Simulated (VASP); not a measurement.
These are rev-vdW-DF2, VASP's PBE PAW potentials (set 64) (plane waves; VASP) values and carry that method's errors.

A VASP calculation is set up with these files.

KPOINTS:
```
Automatic mesh
0
Gamma
10 10 8
0 0 0
```

File POSCAR:
```
MgB2
1
    1.5358125380    -2.6601048580    -0.0000000000
    1.5358125380     2.6601048580    -0.0000000000
   -0.0000000000    -0.0000000000     3.4733760210
Mg B
1 2
Direct
  0.0000000000   0.0000000000   0.0000000000
  0.3333330000   0.6666670000   0.5000000000
  0.6666670000   0.3333330000   0.5000000000
```

INCAR:
```
! general
SYSTEM   = MgB2
PREC     = Accurate
ENCUT    = 520
LREAL    = .False.
LASPH    = .True.

! electronic loop
EDIFF    = 1E-6
NELM     = 100
ALGO     = Normal

! smearing
ISMEAR   = 1
SIGMA    = 0.1

! functional
GGA      = MK
LUSE_VDW = .True.
AGGAC    = 0.0
PARAM1   = 0.1234568
PARAM2   = 0.7114
ZAB_VDW  = -1.8867

! ions
IBRION   = 2
NSW      = 60
ISIF     = 3
EDIFFG   = -0.02

! output
LWAVE    = .False.
LCHARG   = .False.
```

POTCAR, in this order: Mg B (PBE.64 set). Program: vasp_std.

What VASP printed:

### OUTCAR
```
 ion  position               nearest neighbor table
   1  0.000  0.000  0.000-   2 2.48   3 2.48   2 2.48   3 2.48   3 2.48   3 2.48   2 2.48   2 2.48
                             3 2.48   3 2.48   2 2.48   2 2.48
   2  0.333  0.667  0.500-   3 1.77   3 1.77   3 1.77   1 2.48   1 2.48   1 2.48   1 2.48   1 2.48
                             1 2.48
   3  0.667  0.333  0.500-   2 1.77   2 1.77   2 1.77   1 2.48   1 2.48   1 2.48   1 2.48   1 2.48
                             1 2.48
  LATTYP: Found a hexagonal cell.
 ALAT       =     3.0716246528
 C/A-ratio  =     1.1307944211
 Subroutine PRICEL returns:
 Original cell was already a primitive cell.
 Subroutine GETGRP returns: Found 24 space group operations
The static configuration has the point symmetry D_6h.
The dynamic configuration has the point symmetry D_6h.
 Subroutine INISYM returns: Found 24 space group operations
 Subroutine IBZKPT returns following result:
 Found     70 irreducible k-points:

 Following reciprocal coordinates:
            Coordinates               Weight
  0.000000  0.000000  0.000000      1.000000
  0.100000 -0.000000  0.000000      6.000000
  0.200000 -0.000000  0.000000      6.000000
  0.300000  0.000000  0.000000      6.000000
  0.400000 -0.000000  0.000000      6.000000
  0.500000 -0.000000  0.000000      3.000000
  0.100000  0.100000  0.000000      6.000000
  0.200000  0.100000  0.000000     12.000000
  0.300000  0.100000  0.000000     12.000000
  0.400000  0.100000  0.000000     12.000000
  0.200000  0.200000  0.000000      6.000000
  0.300000  0.200000  0.000000     12.000000
  0.400000  0.200000  0.000000      6.000000
  0.300000  0.300000  0.000000      6.000000
  0.000000  0.000000  0.125000      2.000000
  0.100000 -0.000000  0.125000     12.000000
  0.200000 -0.000000  0.125000     12.000000
  0.300000  0.000000  0.125000     12.000000
  0.400000 -0.000000  0.125000     12.000000
...
```

### OSZICAR
```
       N       E                     dE             d eps       ncg     rms          rms(c)
DAV:   1     0.795929568072E+01    0.79593E+01   -0.40496E+03  1192   0.848E+02
DAV:   2    -0.144660371859E+02   -0.22425E+02   -0.21020E+02  1688   0.111E+02
DAV:   3    -0.147696631497E+02   -0.30363E+00   -0.29639E+00  1472   0.151E+01
DAV:   4    -0.147703259162E+02   -0.66277E-03   -0.66277E-03  1664   0.549E-01
DAV:   5    -0.147703261783E+02   -0.26209E-06   -0.26192E-06  1544   0.101E-02    0.528E+00
DAV:   6    -0.133509884655E+02    0.14193E+01   -0.23756E+00  1256   0.851E+00    0.257E+00
DAV:   7    -0.130921032080E+02    0.25889E+00   -0.13482E+00  1336   0.631E+00    0.739E-01
DAV:   8    -0.130935205612E+02   -0.14174E-02   -0.80488E-02  1184   0.197E+00    0.306E-01
DAV:   9    -0.130889506921E+02    0.45699E-02   -0.15759E-02  1168   0.717E-01    0.592E-02
DAV:  10    -0.130889168503E+02    0.33842E-04   -0.13814E-03  1616   0.233E-01    0.271E-02
DAV:  11    -0.130888854763E+02    0.31374E-04   -0.15750E-04  1256   0.804E-02    0.226E-03
DAV:  12    -0.130888856601E+02   -0.18380E-06   -0.15916E-06  1472   0.118E-02
   1 F= -.13088886E+02 E0= -.13089068E+02  d E =-.130889E+02
       N       E                     dE             d eps       ncg     rms          rms(c)
DAV:   1    -0.130892705762E+02   -0.38510E-03   -0.66420E-03  1248   0.982E-01    0.540E-02
DAV:   2    -0.130891957615E+02    0.74815E-04   -0.14334E-04  1400   0.800E-02    0.275E-02
DAV:   3    -0.130891767674E+02    0.18994E-04   -0.59726E-05  1328   0.473E-02    0.597E-03
DAV:   4    -0.130891752491E+02    0.15183E-05   -0.19303E-06  1200   0.106E-02    0.796E-04
DAV:   5    -0.130891751715E+02    0.77617E-07   -0.36278E-08   640   0.174E-03
   2 F= -.13089175E+02 E0= -.13089352E+02  d E =-.289511E-03
       N       E                     dE             d eps       ncg     rms          rms(c)
DAV:   1    -0.130892310087E+02   -0.55760E-04   -0.51735E-04  1200   0.274E-01    0.151E-02
DAV:   2    -0.130892257206E+02    0.52880E-05   -0.11265E-05  1424   0.225E-02    0.770E-03
DAV:   3    -0.130892250411E+02    0.67949E-06   -0.46347E-06  1280   0.132E-02
   3 F= -.13089225E+02 E0= -.13089403E+02  d E =-.339381E-03
```

**OUTCAR**
```
------------------------ aborting loop because EDIFF is reached ----------------------------------------
  FORCE on cell =-STRESS in cart. coord.  units (eV):
  Direction    XX          YY          ZZ          XY          YZ          ZX
  --------------------------------------------------------------------------------------
  Total       -0.0119739     -0.0119739      0.0322611     -0.0000000      0.0000000     -0.0000000
  in kB       -0.6726970     -0.6726968      1.8124382     -0.0000000      0.0000000     -0.0000000
  external PRESSURE =       0.1556814 kB  Pullay stress =       0.0000000 kB
  volume of cell :       28.52
      direct lattice vectors                 reciprocal lattice vectors
     1.538449888 -2.664672879  0.000000000     0.325002461 -0.187640293 -0.000000000
     1.538449888  2.664672879  0.000000000     0.325002461  0.187640293 -0.000000000
     0.000000000  0.000000000  3.478316025    -0.000000000 -0.000000000  0.287495441
 POSITION                                       TOTAL-FORCE (eV/Angst)
 -----------------------------------------------------------------------------------
      0.00000      0.00000      3.47832        -0.000000      0.000000      0.000000
      1.53845      0.88823      1.73916        -0.000000     -0.000000      0.000000
      1.53845     -0.88823      1.73916         0.000000      0.000000     -0.000000
 -----------------------------------------------------------------------------------
    total drift:                                0.000000     -0.000000      0.000000
  FREE ENERGIE OF THE ION-ELECTRON SYSTEM (eV)
  ---------------------------------------------------
  free  energy   TOTEN  =       -13.0892250411 eV

  energy  without entropy=      -13.0897593894  energy(sigma->0) =      -13.08940316

 reached required accuracy - stopping structural energy minimisation
```
(Selected blocks of OUTCAR.)

File CONTCAR:
```
MgB2
   1.00000000000000
     1.5384498875848367   -2.6646728789605323    0.0000000000000000
     1.5384498875848367    2.6646728789605323    0.0000000000000000
     0.0000000000000000    0.0000000000000000    3.4783160247563023
  Mg              B
     1     2
Direct
     0.0000000000000000    0.0000000000000000    1.0000000000000000
     0.3333330000000032    0.6666669999999968    0.5000000000000000
     0.6666669999999968    0.3333330000000032    0.5000000000000000
```

The compound is MgB2 in the AlB2 type structure. This run relaxes it. Symmetry was kept, so distortions that lower it aren't found.
